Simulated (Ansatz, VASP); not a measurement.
## One calculation of Y3Ge, two programs

INCAR

```
PREC     = Accurate       # precision mode
ENCUT    = 600            # plane-wave cutoff, eV
EDIFF    = 1E-7           # SCF threshold, eV
ISMEAR   = -1             # smearing method
SIGMA    = 0.05           # smearing width, eV
LREAL    = F              # projectors in reciprocal space
LASPH    = T              # aspherical terms in the spheres
NELM     = 80             # most SCF steps
ALGO     = Normal         # electronic algorithm
ISIF     = 3              # what is computed and relaxed
LWAVE    = F              # write WAVECAR
LCHARG   = F              # write CHGCAR
GGA      = B5             # functional
ALDAX    = 1.0          
AGGAX    = 1.0          
AGGAC    = 1.0          
ALDAC    = 0.0          
IBRION   = 2              # ionic algorithm
NSW      = 60             # ionic steps
EDIFFG   = -0.005         # ionic threshold
```

The input KPOINTS:

```
Automatic mesh
0
Gamma
  6 6 6
```

The input POSCAR:

```
Y3Ge
1.0
   -2.2653940000      2.2653940000      5.1970200000
    2.2653940000     -2.2653940000      5.1970200000
    2.2653940000      2.2653940000     -5.1970200000
Y Ge
3 1
Direct
    0.5000000000      0.5000000000      0.0000000000
    0.2500000000      0.7500000000      0.5000000000
    0.7500000000      0.2500000000      0.5000000000
    0.0000000000      0.0000000000      0.0000000000
```

File input.yaml:

```yaml
crystal:
  lattice:
    - [-2.265394, 2.265394, 5.19702]
    - [2.265394, -2.265394, 5.19702]
    - [2.265394, 2.265394, -5.19702]
  atoms:
    - { symbol: "Y", position: [0.5, 0.5, 0.0] }
    - { symbol: "Y", position: [0.25, 0.75, 0.5] }
    - { symbol: "Y", position: [0.75, 0.25, 0.5] }
    - { symbol: Ge, position: [0.0, 0.0, 0.0] }
hamiltonian:
  xc: blyp
  pseudopotentials: { kind: paw }
kpoints:
  mp_grid: { grid: [6, 6, 6] }
scf:
  occupations: { method: fermi_dirac, width: 0.05 }
output:
  forces: true
  stress: true
  eigenvalues: true
  write_density: true
  write_potential: true
  elf: true
  volumetric_format: npy
relax:
  f_tol: 0.01
  max_steps: 40
  cell: { stress_tol: 0.05 }
```

The cell comes from a database or a generator and needn't be the stable form of this composition.

Alike in both runs: task relaxation of cell and atoms; functional BLYP; k mesh 6 × 6 × 6; occupations fermi-dirac, width 0.05 eV; no spin polarisation.

```csv
,VASP,Ansatz
version,VASP 6.6.1,Ansatz 0.2.0
potentials or method,"VASP PAW PBE potentials, release 64 (Y_sv, Ge_d)",Ansatz PAW
plane-wave cutoff (eV),600,420
valence electrons in the cell,47,47
```

|  | VASP | Ansatz | Ansatz less VASP |
| --- | --- | --- | --- |
| gap on the k mesh at the Fermi level, each at its own relaxed structure (eV) | none | none | - |
| relaxed volume (Å³/atom) | 27.78 | 27.79 | +0.008 |
| relaxed cell length with the largest relative difference (Å) | 6.223 | 6.224 | +0.0003 |
| energy change over the relaxation (meV/atom) | -7 | -7 | -0.2 |

A gap of «none» marks a metal or a gap that the smearing closes.

Caveats: the PAW data sets were made with another functional, which shifts forces and pressure a little (VASP); the plane-wave basis is chosen anew once the cell has moved, so the energies of steps on either side of that aren't comparable (Ansatz); the PAW data sets come from PBE, with cores solved anew for the run's functional, which leaves a small shift of forces and pressure (Ansatz).
